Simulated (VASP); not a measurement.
Output of a VASP run:

File OSZICAR:
```
       N       E                     dE             d eps       ncg     rms          rms(c)
DAV:   1     0.110087663322E+03    0.11009E+03   -0.73794E+03   696   0.122E+03
DAV:   2    -0.707649525717E+00   -0.11080E+03   -0.10132E+03   860   0.300E+02
DAV:   3    -0.741177349551E+01   -0.67041E+01   -0.66670E+01   896   0.644E+01
DAV:   4    -0.768095479556E+01   -0.26918E+00   -0.26889E+00  1256   0.124E+01
DAV:   5    -0.768290109696E+01   -0.19463E-02   -0.19462E-02   896   0.975E-01    0.412E+00
DAV:   6    -0.743288961279E+01    0.25001E+00   -0.46517E-01   860   0.411E+00    0.329E+00
DAV:   7    -0.740794340717E+01    0.24946E-01   -0.93667E-02   952   0.199E+00    0.181E+00
DAV:   8    -0.740777496624E+01    0.16844E-03   -0.11398E-02   956   0.100E+00    0.186E-01
DAV:   9    -0.740780073794E+01   -0.25772E-04   -0.76105E-04   976   0.174E-01    0.726E-02
DAV:  10    -0.740787882654E+01   -0.78089E-04   -0.71995E-05   936   0.778E-02    0.551E-03
DAV:  11    -0.740788062846E+01   -0.18019E-05   -0.25206E-06   964   0.133E-02    0.486E-03
DAV:  12    -0.740788088322E+01   -0.25476E-06   -0.10445E-06   916   0.862E-03    0.175E-03
DAV:  13    -0.740788087467E+01    0.85493E-08   -0.63667E-08   672   0.238E-03
   1 F= -.74078809E+01 E0= -.74078809E+01  d E =-.724264E-17
```

### OUTCAR
```
------------------------ aborting loop because EDIFF is reached ----------------------------------------
  FORCE on cell =-STRESS in cart. coord.  units (eV):
  Direction    XX          YY          ZZ          XY          YZ          ZX
  --------------------------------------------------------------------------------------
  Total       -0.0050760     -0.0050760     -0.0050760      0.0000000      0.0000000      0.0000000
  in kB       -0.1443966     -0.1443966     -0.1443966      0.0000000      0.0000000      0.0000000
  external PRESSURE =      -0.1443966 kB  Pullay stress =       0.0000000 kB
  volume of cell :       56.32
      direct lattice vectors                 reciprocal lattice vectors
     0.000000000  3.042392802  3.042392802    -0.164344328  0.164344328  0.164344328
     3.042392802  0.000000000  3.042392802     0.164344328 -0.164344328  0.164344328
     3.042392802  3.042392802  0.000000000     0.164344328  0.164344328 -0.164344328
  FREE ENERGIE OF THE ION-ELECTRON SYSTEM (eV)
  ---------------------------------------------------
  free  energy   TOTEN  =        -7.4078808747 eV

  energy  without entropy=       -7.4078808747  energy(sigma->0) =       -7.40788087
```
(Selected blocks of OUTCAR.)

**POSCAR**
```
KCl
1
    0.0000000000     3.0423928022     3.0423928022
    3.0423928022     0.0000000000     3.0423928022
    3.0423928022     3.0423928022     0.0000000000
K Cl
1 1
Direct
  0.0000000000   0.0000000000   0.0000000000
  0.5000000000   0.5000000000   0.5000000000
```

Q: Write an INCAR and KPOINTS that could have produced this output.

A: This is not unique; one that fits is the input of the run itself, LDA (Ceperley-Alder, Perdew-Zunger), plane waves, VASP's LDA PAW potentials (set 64).

**KPOINTS**
```
Automatic mesh
0
Gamma
8 8 8
0 0 0
```

INCAR:
```
SYSTEM = KCl
PREC = Accurate; ENCUT = 520; LREAL = .FALSE.
LASPH = .TRUE.
EDIFF = 1E-7; NELM = 100; ALGO = Normal
ISMEAR = 0; SIGMA = 0.05
ISIF = 2
LWAVE = .FALSE.; LCHARG = .FALSE.
```

POTCAR, in this order: K_sv Cl (LDA.64 set). Program: vasp_std.

The compound is KCl in the rock salt structure. It was relaxed first, which changed the volume by -9 %.
